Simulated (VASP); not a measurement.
A 63-atom supercell of SiC (zinc blende) holds Mo on the Si site with a neighbouring C vacancy in charge state +1. It is relaxed twice, with the total moment held at 1 and at 3 μB. Calculation: PBE GGA, VASP's PBE PAW potentials (set 64) (plane waves; VASP). Settings: PREC = Normal, LREAL = Auto, ISYM = 0, NELECT = 253.0, EDIFF = 1E-5, 400 eV cut-off, 1×1×1 Γ-centred mesh, Gaussian smearing of 0.050 eV, potentials Si C Mo.

The cell is charged, with a uniform compensating background. The supercell is sampled at Γ alone, which is coarse: total energies, pressure and levels can be off, energies of defects by several tenths of an eV.

Task: Which spin state lies lower, and by how much?

Result: The state with 3 μB lies lower, by 0.21 eV.

The cell is a supercell with a defect, built from SiC (zinc blende).
